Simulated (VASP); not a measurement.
Here is the system:

```
TiB2
1.0
    1.51375    -2.62188     0.00000
    1.51375     2.62188     0.00000
    0.00000     0.00000     3.21568
Ti B
1 2
Direct
  0.00000   0.00000   0.00000
  0.33333   0.66667   0.50000
  0.66667   0.33333   0.50000
```

Calculation: optB86b-vdW, VASP's PBE PAW potentials (set 64) (plane waves; VASP). Run with 520 eV cut-off, Gaussian smearing of 0.050 eV, potentials Ti_sv B.

Question: Estimate the band gap (along the path) with the smallest direct gap where there is one.

Answer: 
```
Property                                                      Value
-------------------------  ----------------------------------------
band gap (along the path)  none (metal, semimetal or under 0.01 eV)
```

The compound is TiB2 in the AlB2 type structure. It was relaxed first.
